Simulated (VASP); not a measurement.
All values below come from optB86b-vdW, VASP's PBE PAW potentials (set 64) (plane waves; VASP).

A VASP calculation is set up with these files.

File KPOINTS:
```
Automatic mesh
0
Gamma
7 7 11
0 0 0
```

INCAR:
```
AGGAC  =  0.0
ALGO  =  Normal
EDIFF  =  1E-7
EDIFFG  =  -0.01
ENCUT  =  520
GGA  =  MK
IBRION  =  2
ISIF  =  4
ISMEAR  =  1
ISPIN  =  2
LASPH  =  .TRUE.
LCHARG  =  .FALSE.
LMAXMIX  =  4
LORBIT  =  10
LREAL  =  .FALSE.
LUSE_VDW  =  .TRUE.
LWAVE  =  .FALSE.
MAGMOM  =  2.4 -2.4 -0.0 0.0 0.0 -0.0
NELM  =  100
NSW  =  30
PARAM1  =  0.1234
PARAM2  =  1.0
PREC  =  Accurate
SIGMA  =  0.1
SYSTEM  =  MnO2
```

**POSCAR**
```
MnO2
1.0
  4.4834219475   0.0000000000   0.0000000000
  0.0000000000   4.4834219475   0.0000000000
  0.0000000000   0.0000000000   2.9070506868
Mn O
2 4
Cartesian
  4.4834219475   0.0000000000   2.9070506868
  2.2417109738   2.2417109738   1.4535253434
  1.3607274911   1.3607274911   2.9070506868
  3.6024384649   0.8809834826   1.4535253434
  0.8809834826   3.6024384649   1.4535253434
  3.1226944564   3.1226944564   0.0000000000
```

POTCAR, in this order: Mn_pv O (PBE.64 set). Program: vasp_std.

Question: Predict the energy per atom (σ→0), cell moment, band gap (on the k-mesh).

Answer: 
The energy per atom (σ→0) comes out as -5.941 eV/atom, the cell moment is 0.00 μB and the band gap (on the k-mesh) is none (metal, semimetal or under 0.01 eV).

OSZICAR:
```
...
DAV:   2    -0.356449963622E+02   -0.26772E-04   -0.21120E-03  8270   0.382E-01    0.936E-02
DAV:   3    -0.356449600620E+02    0.36300E-04   -0.23426E-04 10226   0.205E-01    0.644E-02
DAV:   4    -0.356449191214E+02    0.40941E-04   -0.12640E-04  9688   0.129E-01    0.275E-02
DAV:   5    -0.356449186448E+02    0.47659E-06   -0.25816E-05  8056   0.523E-02    0.107E-02
DAV:   6    -0.356449184962E+02    0.14863E-06   -0.15592E-06  7610   0.106E-02    0.600E-03
DAV:   7    -0.356449186023E+02   -0.10606E-06   -0.21790E-07  5486   0.430E-03    0.218E-03
DAV:   8    -0.356449185095E+02    0.92780E-07   -0.90034E-08  3600   0.295E-03
   3 F= -.35644919E+02 E0= -.35645050E+02  d E =-.609695E-02  mag=    -0.0000
```

The compound is MnO2 in the rutile structure. This cell is one point of a volume scan, at 1.06 of the reference volume. Symmetry was kept, so distortions that lower it aren't found.
